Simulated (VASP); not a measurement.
# Ac2O3: NMR shieldings, part 3 of 3

What are the shielding tensors of Ac2O3? The cell has space group P-3m1. The start is a cell from a database of measured crystal structures.

VASP 6.6.1, plane waves and PAW; the level of theory is named at each step.

So far. Step 2 (Ground state): The cell has a gap of 3.47 eV on this mesh and a pressure of -6.6 GPa, which holds the misfit of the given cell and coordinates with this functional, and any error of cutoff, mesh and data sets. Spin-orbit coupling is left out, which can shift or reorder these edges. Forces of up to 1.8 eV/Å remain in these settings, so the given coordinates are far from this level's minimum.

The database entry behind the starting cell is an old determination (1949), so it need not match the best structure at ambient conditions.

### Step 3. Shielding tensors (continued)

Level of this step: chemical shifts by linear response (GIPAW), LDA; plane waves and PAW (Ac, O) (VASP).

From OUTCAR (step 3):

```text
The static configuration has the point symmetry D_3d.

 Found     17 irreducible k-points:

   k-points           NKPTS =     17   k-points in BZ     NKDIM =     17   number of bands    NBANDS=     26

   dimension x,y,z NGX =    32 NGY =   32 NGZ =   50
   dimension x,y,z NGXF=    64 NGYF=   64 NGZF=  100

   ENCUT  =  560.0 eV  41.16 Ry    6.42 a.u.   7.87  7.87 12.16*2*pi/ulx,y,z

   NELECT =      40.0000    total number of electrons

  Total       -3.5247265     -3.5247265     -4.1477451      0.0000000      0.0000000      0.0000000
  in kB      -62.1791098    -62.1791098    -73.1696755      0.0000000      0.0000000      0.0000000
  external PRESSURE =     -65.8426317 kB  Pullay stress =       0.0000000 kB

  energy-cutoff  :      560.00
  volume of cell :       90.82
      direct lattice vectors                 reciprocal lattice vectors
     4.080000000  0.000000000  0.000000000     0.245098039  0.141507419  0.000000000
    -2.040000000  3.533383647  0.000000000     0.000000000  0.283014838  0.000000000
     0.000000000  0.000000000  6.300000000     0.000000000  0.000000000  0.158730159

 POSITION                                       TOTAL-FORCE (eV/Angst)
 -----------------------------------------------------------------------------------
      2.04000      1.17779      4.81950         0.000000      0.000000     -1.800331
     -0.00000      2.35559      1.48050        -0.000000      0.000000      1.800331
      2.04000      1.17779      2.33100         0.000000     -0.000000     -0.919854
     -0.00000      2.35559      3.96900        -0.000000      0.000000      0.919854
      0.00000      0.00000      0.00000        -0.000000      0.000000     -0.000000
 -----------------------------------------------------------------------------------
    total drift:                               -0.000000      0.000000      0.000000

 Electric field gradients after diagonalization (V/A^2)
 (convention: |V_zz| > |V_xx| > |V_yy|)
----------------------------------------------------------------------
 ion       V_xx      V_yy      V_zz     asymmetry (V_yy - V_xx)/ V_zz
----------------------------------------------------------------------
   1    -116.042  -116.042   232.084       0.000
   2    -116.042  -116.042   232.084       0.000
   3      -6.342    -6.340    12.682       0.000
   4      -6.342    -6.340    12.682       0.000
   5       4.878     4.872    -9.750       0.001
----------------------------------------------------------------------

  ORBITAL MAGNETIC SUSCEPTIBILITY, excluding core contribution
 -------------------------------------------------------------
  Approximate magnetic susceptibility, pGv (10^-6 cm^3/mole)
     1        -61.077633          0.000000          0.000000
     2          0.000000        -60.789068          0.490930
     3          0.000000          0.668848        -48.499304
 -------------------------------------------------------------
  Approximate magnetic susceptibility, vGv (10^-6 cm^3/mole)
     1        -38.960315          0.000000          0.000000
     2          0.000000        -38.496399          1.008333
     3          0.000000          0.970576        -24.644224

  CSA tensor (J. Mason, Solid State Nucl. Magn. Reson. 2, 285 (1993))
  for chemical shielding  (including the isotropic core contribution)

  BDIR labels direction of applied magnetic field (i.e. B0)
  For BDIR==1, B0 along x-axis, etc.
  Induced field listed along cartesian directions for each BDIR
 ------------------------------------------------------------------------------------------
                 EXCLUDING G=0 CONTRIBUTION              INCLUDING G=0 CONTRIBUTION
 ------------------------------------------------------------------------------------------
  ion  BDIR            X           Y           Z                X           Y           Z
          (   iso_shield        span        skew ) (   iso_shield        span        skew )
 ------------------------------------------------------------------------------------------
    1     1    8723.7472      0.0000      0.0000        8738.3794      0.0000      0.0000
          2      -0.0000   8723.7572      0.0030          -0.0000   8738.3452     -0.0722
          3       0.0000     -0.0282   7876.4619           0.0000     -0.1307   7889.1675
          (    8441.3221    847.2953     -1.0000 ) (    8455.2974    849.2119     -0.9999 )

    2     1    8723.7472      0.0000      0.0000        8738.3794      0.0000      0.0000
          2      -0.0000   8723.7572      0.0030          -0.0000   8738.3452     -0.0722
          3       0.0000     -0.0282   7876.4619           0.0000     -0.1307   7889.1675
          (    8441.3221    847.2953     -1.0000 ) (    8455.2974    849.2119     -0.9999 )

    3     1    -340.9832     -0.0000     -0.0000        -326.3510     -0.0000     -0.0000
          2       0.0000   -340.9792     -0.0033           0.0000   -326.3912     -0.0785
          3      -0.0000     -0.0026   -510.9766          -0.0000     -0.1051   -498.2710
          (    -397.6463    169.9974     -1.0000 ) (    -383.6711    171.9201     -0.9995 )

    4     1    -340.9832     -0.0000     -0.0000        -326.3510     -0.0000     -0.0000
          2       0.0000   -340.9792     -0.0033           0.0000   -326.3912     -0.0785
          3      -0.0000     -0.0026   -510.9766          -0.0000     -0.1051   -498.2710
          (    -397.6463    169.9974     -1.0000 ) (    -383.6711    171.9201     -0.9995 )

    5     1    -359.5099      0.0000      0.0000        -344.8776      0.0000      0.0000
          2       0.0000   -359.5130     -0.0020           0.0000   -344.9249     -0.0772
          3       0.0000      0.0002   -350.7448           0.0000     -0.1022   -338.0392
          (    -356.5892      8.7681      0.9993 ) (    -342.6139      6.8880      0.9859 )
 ------------------------------------------------------------------------------------------

[... 3 parts as in an earlier step ...]

[... 2 further parts left out ...]
```

The atoms bear forces, and field gradients depend strongly on their positions. Spin-orbit coupling is left out, which changes shieldings on and beside heavy atoms by much.

Numbers from this step:

```yaml
fermi_energy: 4.751 eV
pressure: -6.584 GPa
gap_on_the_k_mesh: 3.241 eV
least_direct_gap_on_the_k_mesh: 3.668 eV
```

Valence and core; the G = 0 term is that of a spherical sample. NMR shielding, by row:

| atom | isotropic shielding (ppm) | span (ppm) | skew | isotropic shielding without the G = 0 term (ppm) |
| --- | --- | --- | --- | --- |
| Ac1 | 8455 | 849.2 | -0.9999 | 8441 |
| Ac2 | 8455 | 849.2 | -0.9999 | 8441 |
| O3 | -383.7 | 171.9 | -0.9995 | -397.6 |
| O4 | -383.7 | 171.9 | -0.9995 | -397.6 |
| O5 | -342.6 | 6.888 | 0.9859 | -356.6 |

Ordered as |Vzz| ≥ |Vxx| ≥ |Vyy|, the program's way. Electric field gradients, by row:

| atom | Vxx (V/Å²) | Vyy (V/Å²) | Vzz (V/Å²) | asymmetry |
| --- | --- | --- | --- | --- |
| Ac1 | -116 | -116 | 232.1 | 0 |
| Ac2 | -116 | -116 | 232.1 | 0 |
| O3 | -6.342 | -6.34 | 12.68 | 0 |
| O4 | -6.342 | -6.34 | 12.68 | 0 |
| O5 | 4.878 | 4.872 | -9.75 | 0.001 |

### Step 4. Results

| Quantity | Value |
| --- | --- |
| Ac, isotropic shielding | 8455.3 ppm |
| O, isotropic shielding | -383.7, -342.6 ppm |

In words: At LDA the isotropic shieldings are Ac 8455.3 ppm; O -383.7, -342.6 ppm. The widest tensor is that of Ac1, with a span (largest less smallest principal value) of 849 ppm. The largest field gradient is Vzz = 232 V/Å² at Ac1. Shifts were not obtained, since a shift is the shielding of a reference compound, computed alike, less these values; differences between sites of one element need no reference, and the more shielded site has the lower shift. The G = 0 term is the part set by the sample's shape, taken here for a sphere. Spin-orbit effects on the shifts of and near heavy atoms are left out. No finer mesh was run, so convergence in it isn't shown. VASP's guide advises NLSPLINE for shieldings, which this input doesn't set; the effect wasn't tested. Where the functional isn't the one that the data sets were made with, the shieldings hold that mismatch too. The cell has space group P-3m1. The given cell is kept, although it stands at -6.6 GPa at LDA and ENCUT = 560 eV, which holds the mismatch of the given cell with this functional, any error of the entry itself and any basis-set error. The atoms weren't relaxed and carry forces of up to 1.8 eV/Å at LDA in the first shielding run, so the numbers belong to the given coordinates, and a relaxation would change them. So large a force or stress means that the given cell is far from the equilibrium of this level, whether by faulty coordinates, another magnetic state or phase, or the functional; the values can't be taken for those of the compound at rest.

[Lines on the potential files, build, host, timing and source positions are cut from VASP's logs without a mark.]

[Logs are printed without paths, hosts, clocks, repeated set-up lines and the standing remarks that a program may print on its own settings, such as how far it seeks lower states.]

[Hosts, paths, dates, database ids (printed as entryN), source tags and the programs' standing remarks are cut or masked in the printed files.]
